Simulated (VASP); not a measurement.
OSZICAR of a VASP run on SnTe (rock salt):

**OSZICAR**
```
       N       E                     dE             d eps       ncg     rms          rms(c)
DAV:   1     0.120175682809E+03    0.12018E+03   -0.93574E+03   560   0.159E+03
DAV:   2     0.224373548414E+01   -0.11793E+03   -0.11595E+03   578   0.364E+02
DAV:   3    -0.812815717090E+01   -0.10372E+02   -0.10260E+02   740   0.994E+01
DAV:   4    -0.838668939140E+01   -0.25853E+00   -0.25848E+00   610   0.169E+01
DAV:   5    -0.839814447917E+01   -0.11455E-01   -0.11455E-01   854   0.348E+00    0.496E+00
DAV:   6    -0.834751784703E+01    0.50627E-01   -0.12016E-01   760   0.317E+00    0.314E+00
DAV:   7    -0.834549519401E+01    0.20227E-02   -0.44758E-02   688   0.155E+00    0.696E-01
DAV:   8    -0.834481428674E+01    0.68091E-03   -0.69952E-03   668   0.830E-01    0.157E-01
DAV:   9    -0.834487741804E+01   -0.63131E-04   -0.48121E-04   678   0.225E-01    0.365E-02
DAV:  10    -0.834486532472E+01    0.12093E-04   -0.51158E-05   692   0.750E-02    0.203E-02
DAV:  11    -0.834486511928E+01    0.20543E-06   -0.25833E-05   700   0.485E-02    0.197E-02
DAV:  12    -0.834486463627E+01    0.48302E-06   -0.28125E-06   552   0.164E-02
   1 F= -.64078540E+01 E0= -.64078540E+01  d E =-.640785E+01
       N       E                     dE             d eps       ncg     rms          rms(c)
DAV:   1    -0.117344360203E+02   -0.33896E+01   -0.69517E+01   686   0.120E+02    0.119E+01
DAV:   2    -0.876746667861E+01    0.29670E+01   -0.63695E+00   680   0.510E+01    0.446E+00
DAV:   3    -0.816188883887E+01    0.60558E+00   -0.15281E+00   692   0.206E+01    0.104E+00
DAV:   4    -0.813746974157E+01    0.24419E-01   -0.74488E-02   774   0.241E+00    0.949E-01
DAV:   5    -0.813188247924E+01    0.55873E-02   -0.31072E-03   700   0.547E-01    0.458E-01
DAV:   6    -0.813017196427E+01    0.17105E-02   -0.14251E-03   844   0.358E-01    0.562E-02
DAV:   7    -0.813015446389E+01    0.17500E-04   -0.78967E-05   698   0.116E-01    0.199E-02
DAV:   8    -0.813015075987E+01    0.37040E-05   -0.12975E-05   596   0.434E-02    0.829E-03
DAV:   9    -0.813014966366E+01    0.10962E-05   -0.15723E-06   316   0.198E-02    0.415E-03
DAV:  10    -0.813014950120E+01    0.16246E-06   -0.18569E-07   292   0.569E-03
   2 F= -.64533652E+01 E0= -.64533652E+01  d E =-.455112E-01
       N       E                     dE             d eps       ncg     rms          rms(c)
DAV:   1    -0.880806696554E+01   -0.67792E+00   -0.12896E+01   692   0.664E+01    0.447E+00
DAV:   2    -0.838489403667E+01    0.42317E+00   -0.71371E-01   680   0.151E+01    0.181E+00
DAV:   3    -0.827626853702E+01    0.10863E+00   -0.31176E-01   708   0.898E+00    0.322E-01
DAV:   4    -0.827306995839E+01    0.31986E-02   -0.95063E-03   592   0.934E-01    0.399E-01
DAV:   5    -0.827149079311E+01    0.15792E-02   -0.12138E-03   844   0.320E-01    0.957E-02
DAV:   6    -0.827141856584E+01    0.72227E-04   -0.24001E-04   698   0.279E-01    0.229E-02
DAV:   7    -0.827141544971E+01    0.31161E-05   -0.11825E-05   710   0.460E-02    0.441E-03
DAV:   8    -0.827141543412E+01    0.15584E-07   -0.15430E-06   286   0.190E-02
   3 F= -.64951591E+01 E0= -.64951591E+01  d E =-.873051E-01
```

Q: Which electronic solver shows in the log?

A: It is blocked Davidson (ALGO = Normal, or the opening steps of other solvers). The INCAR had ALGO = Normal.

Q: Can the final energy be trusted as converged?

A: Self-consistency was reached. It stopped with EDIFF = 1E-6, NELM = 100, NSW = 40 and EDIFFG = -0.02 after 3 ionic steps (PBEsol GGA, plane waves, VASP's PBE PAW potentials (set 64)). Energy and stress use the plane-wave basis of the starting cell.

The compound is SnTe in the rock salt structure, which distorts at low temperature. This run relaxes it under an external pressure of 5 GPa. Symmetry was kept, so distortions that lower it aren't found.
